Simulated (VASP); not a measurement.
Data:

```yaml
crystal:
  lattice:
    - [4.24913, 0.00000, 0.00000]
    - [0.00000, 4.24913, 0.00000]
    - [0.00000, 0.00000, 4.24913]
  atoms:
    - { symbol: Cu, position: [0.75000, 0.25000, 0.75000] }
    - { symbol: Cu, position: [0.25000, 0.75000, 0.75000] }
    - { symbol: Cu, position: [0.75000, 0.75000, 0.25000] }
    - { symbol: Cu, position: [0.25000, 0.25000, 0.25000] }
    - { symbol: O, position: [0.00000, 0.00000, 0.00000] }
    - { symbol: O, position: [0.50000, 0.50000, 0.50000] }
```

All values below come from MS2 meta-GGA, VASP's PBE PAW potentials (set 64) (plane waves; VASP). Settings: 520 eV cut-off, 6×6×6 Γ-centred mesh, tetrahedra with Blöchl corrections, potentials Cu O.

The cores are frozen, which limits the accuracy of field gradients.

**Question.** Give the principal components of the electric field gradient (V/Å²) and the asymmetry η at each nucleus.

**Answer.** 
```json
[
 {"atom": "Cu1", "Vxx": "30.0", "Vyy": "30.0", "Vzz": "-60.1", "η": "0.00"},
 {"atom": "Cu2", "Vxx": "30.0", "Vyy": "30.0", "Vzz": "-60.1", "η": "0.00"},
 {"atom": "Cu3", "Vxx": "30.0", "Vyy": "30.0", "Vzz": "-60.1", "η": "0.00"},
 {"atom": "Cu4", "Vxx": "30.0", "Vyy": "30.0", "Vzz": "-60.1", "η": "0.00"},
 {"atom": "O5", "Vxx": "0.0", "Vyy": "0.0", "Vzz": "0.0", "η": "-"},
 {"atom": "O6", "Vxx": "0.0", "Vyy": "0.0", "Vzz": "0.0", "η": "-"}
]
```

The compound is Cu2O in the cuprite structure. It was relaxed first.
